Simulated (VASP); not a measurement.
Computed with TPSS meta-GGA, VASP's PBE PAW potentials (set 64) (plane waves; VASP).

VASP ran on this input.

**INCAR**
```
ALGO  =  Normal
EDIFF  =  1E-7
EDIFFG  =  -0.01
ENCUT  =  520
IBRION  =  2
ISIF  =  4
ISMEAR  =  0
ISPIN  =  2
LASPH  =  .True.
LCHARG  =  .False.
LMAXMIX  =  4
LMIXTAU  =  .True.
LORBIT  =  10
LREAL  =  .False.
LWAVE  =  .False.
MAGMOM  =  1.4 -1.4 0.0 0.0
METAGGA  =  TPSS
NELM  =  100
NSW  =  30
PREC  =  Accurate
SIGMA  =  0.05
SYSTEM  =  NiO
```

File KPOINTS:
```
K-points
0
G
 9 9 9
```

### POSCAR
```
NiO
1
    4.0780472268     2.0322771731     2.0322771731
    2.0322771731     4.0780472268     2.0322771731
    2.0322771731     2.0322771731     4.0780472268
Ni O
2 2
Direct
  0.0000000000   0.0000000000   0.0000000000
  0.5000000000   0.5000000000   0.5000000000
  0.2500000000   0.2500000000   0.2500000000
  0.7500000000   0.7500000000   0.7500000000
```

POTCAR, in this order: Ni O (PBE.64 set). Program: vasp_std.

Q: Estimate the energy per atom (σ→0), cell moment, pressure.

A: 
```json
{
 "energy per atom (σ→0)": "-10.982 eV/atom",
 "cell_moment": "0.00 μB",
 "pressure": "15.03 GPa"
}
```

**OSZICAR**
```
...
DAV:  13    -0.439300295765E+02    0.85286E-03   -0.30892E-03 10144   0.708E-01    0.119E-01
DAV:  14    -0.439299313934E+02    0.98183E-04   -0.10829E-03  7580   0.393E-01    0.479E-02
DAV:  15    -0.439299732945E+02   -0.41901E-04   -0.57093E-05  9768   0.967E-02    0.463E-02
DAV:  16    -0.439299828771E+02   -0.95826E-05   -0.11449E-05  7344   0.533E-02    0.255E-02
DAV:  17    -0.439299786798E+02    0.41974E-05   -0.55532E-06  8700   0.255E-02    0.108E-02
DAV:  18    -0.439299777527E+02    0.92708E-06   -0.31049E-06  8508   0.174E-02    0.421E-03
DAV:  19    -0.439299776972E+02    0.55521E-07   -0.45004E-07  7408   0.876E-03
   1 F= -.43929978E+02 E0= -.43929978E+02  d E =-.439300E+02  mag=    -0.0000
```

The compound is NiO in the rock salt, AFM-II order structure. This cell is one point of a volume scan, at 0.94 of the reference volume.
